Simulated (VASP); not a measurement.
Level of theory: PBE GGA, VASP's PBE PAW potentials (set 64) (plane waves; VASP).

VASP ran on this input.

File POSCAR:
```
PbF2
1
    0.0000000000     3.0294000000     3.0294000000
    3.0294000000     0.0000000000     3.0294000000
    3.0294000000     3.0294000000     0.0000000000
Pb F
1 2
Direct
  0.0000000000   0.0000000000   0.0000000000
  0.2500000000   0.2500000000   0.2500000000
  0.7500000000   0.7500000000   0.7500000000
```

KPOINTS:
```
K-points
0
Gamma
  6 6 6
```

INCAR:
```
SYSTEM = PbF2
PREC = Accurate
ENCUT = 520
EDIFF = 1E-6
NELM = 100
ALGO = Normal
LREAL = .FALSE.
LASPH = .TRUE.
ISMEAR = 0
SIGMA = 0.05
GGA = PE
LMAXMIX = 4
LWAVE = .FALSE.
LCHARG = .FALSE.
ISIF = 2
NBANDS = 36
```

POTCAR, in this order: Pb_d F (PBE.64 set). Program: vasp_std.

The run wrote:

**OSZICAR**
```
       N       E                     dE             d eps       ncg     rms          rms(c)
DAV:   1     0.278760134961E+03    0.27876E+03   -0.12804E+04  1208   0.869E+02
DAV:   2     0.102240490819E+02   -0.26854E+03   -0.24270E+03  1212   0.290E+02
DAV:   3    -0.157234156978E+02   -0.25947E+02   -0.25591E+02  1392   0.861E+01
DAV:   4    -0.164044716104E+02   -0.68106E+00   -0.68038E+00  1368   0.139E+01
DAV:   5    -0.164214505345E+02   -0.16979E-01   -0.16976E-01  1456   0.232E+00    0.815E+00
DAV:   6    -0.143673920424E+02    0.20541E+01   -0.62032E+00  1636   0.135E+01    0.279E+00
DAV:   7    -0.143557392639E+02    0.11653E-01   -0.41592E-01  1308   0.248E+00    0.166E+00
DAV:   8    -0.143490369073E+02    0.67024E-02   -0.13556E-01  1336   0.232E+00    0.790E-01
DAV:   9    -0.143415281653E+02    0.75087E-02   -0.22090E-02  1300   0.703E-01    0.118E-01
DAV:  10    -0.143428400542E+02   -0.13119E-02   -0.19311E-03  1216   0.299E-01    0.611E-02
DAV:  11    -0.143427013631E+02    0.13869E-03   -0.28374E-04  1420   0.117E-01    0.218E-02
DAV:  12    -0.143427128048E+02   -0.11442E-04   -0.32030E-05  1224   0.326E-02    0.111E-02
DAV:  13    -0.143427112610E+02    0.15438E-05   -0.69763E-06  1276   0.146E-02    0.154E-03
DAV:  14    -0.143427113774E+02   -0.11640E-06   -0.45977E-07  1200   0.336E-03
   1 F= -.14342711E+02 E0= -.14342711E+02  d E =-.652885E-15
```

OUTCAR:
```
------------------------ aborting loop because EDIFF is reached ----------------------------------------
  FORCE on cell =-STRESS in cart. coord.  units (eV):
  Direction    XX          YY          ZZ          XY          YZ          ZX
  --------------------------------------------------------------------------------------
  Total       -0.6955323     -0.6955323     -0.6955323     -0.0000000      0.0000000     -0.0000000
  in kB      -20.0413977    -20.0413977    -20.0413977     -0.0000000      0.0000000     -0.0000000
  external PRESSURE =     -20.0413977 kB  Pullay stress =       0.0000000 kB
  volume of cell :       55.60
      direct lattice vectors                 reciprocal lattice vectors
     0.000000000  3.029400000  3.029400000    -0.165049185  0.165049185  0.165049185
     3.029400000  0.000000000  3.029400000     0.165049185 -0.165049185  0.165049185
     3.029400000  3.029400000  0.000000000     0.165049185  0.165049185 -0.165049185
 POSITION                                       TOTAL-FORCE (eV/Angst)
 -----------------------------------------------------------------------------------
      0.00000      0.00000      0.00000         0.000000      0.000000     -0.000000
      1.51470      1.51470      1.51470         0.000000      0.000000      0.000000
      4.54410      4.54410      4.54410        -0.000000     -0.000000     -0.000000
 -----------------------------------------------------------------------------------
    total drift:                                0.000000     -0.000000      0.000000
  FREE ENERGIE OF THE ION-ELECTRON SYSTEM (eV)
  ---------------------------------------------------
  free  energy   TOTEN  =       -14.3427113774 eV

  energy  without entropy=      -14.3427113774  energy(sigma->0) =      -14.34271138
```
(Selected blocks of OUTCAR.)

The compound is PbF2 in the fluorite structure, the β form. The cell was not relaxed at this level. The run is one of a series of settings (NBANDS = 36 against the base run), some of them coarse on purpose.
